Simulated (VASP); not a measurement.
Crystal: Ge.

```
Ge
1.0
     0.00000    2.82891    2.82891
     2.82891    0.00000    2.82891
     2.82891    2.82891    0.00000
Ge
2
Direct
  0.00000 0.00000 0.00000
  0.25000 0.25000 0.25000
```

Program: VASP 6.6.1. Alike in all runs: task single point; no spin polarisation; cell as given; cutoff (eV) 520; smearing fermi-dirac 0.05 eV.

Question: Order these runs on this cell by their pressure, lowest first.
A. level LDA; potentials or basis VASP PAW LDA potentials, release 64 (Ge_d); k mesh 9 × 9 × 9
B. level PBE; potentials or basis VASP PAW PBE potentials, release 64 (Ge_d); k mesh 9 × 9 × 9
C. level HSE06; potentials or basis VASP PAW PBE potentials, release 64 (Ge_d); k mesh 5 × 5 × 5; grid for exact exchange (PRECFOCK) Normal; screening parameter 0.2 1/A

Answer: A (-0.8 GPa), C (1.0 GPa), B (3.7 GPa).

Caveats: the PAW data sets were made with another functional, which shifts forces and pressure a little (some runs).

Not every run made on this cell is shown here.
